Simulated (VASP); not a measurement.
Input:

```
CELL_PARAMETERS angstrom
     -1.64192     1.64192     1.64192
      1.64192    -1.64192     1.64192
      1.64192     1.64192    -1.64192
ATOMIC_POSITIONS crystal
  Ta 0.00000 0.00000 0.00000
```

All values below come from PBEsol GGA, VASP's PBE PAW potentials (set 64) (plane waves; VASP). Numerical set-up: 480 eV cut-off, 14×14×14 Γ-centred mesh, first-order Methfessel-Paxton smearing of 0.10 eV, potentials Ta_pv.

Energy and stress use the plane-wave basis of the starting cell.

Problem. The ions, cell shape and volume at an external pressure of 15.0 GPa are relaxed. Which structure does the run end with?

Solution. 
```
CELL_PARAMETERS angstrom
     -1.60798     1.60798     1.60798
      1.60798    -1.60798     1.60798
      1.60798     1.60798    -1.60798
ATOMIC_POSITIONS crystal
  Ta 0.00000 0.00000 0.00000
```
Space group Im-3m (229), at a tolerance of 0.03 Å.

Problem. How do energy and volume change from the first to the last step?

Solution. The energy (σ→0) changes by +48.1 meV/atom and the volume by -6.1 %, in 7 ionic steps.

```tsv
step	E(σ→0) (eV)	max force (eV/Å)	pressure (GPa)	volume (Å³)
1	-12.5573	0.000	-0.01	17.71
2	-11.7145	0.000	83.45	13.79
3	-12.5163	0.000	13.75	16.71
4	-12.5103	0.000	14.82	16.64
5	-12.5084	0.000	15.15	16.62
6	-12.5114	0.000	14.63	16.65
7	-12.5092	0.000	15.00	16.63
```

The compound is Ta in the bcc structure. This run relaxes it under an external pressure of 15 GPa. Symmetry was kept, so distortions that lower it aren't found.
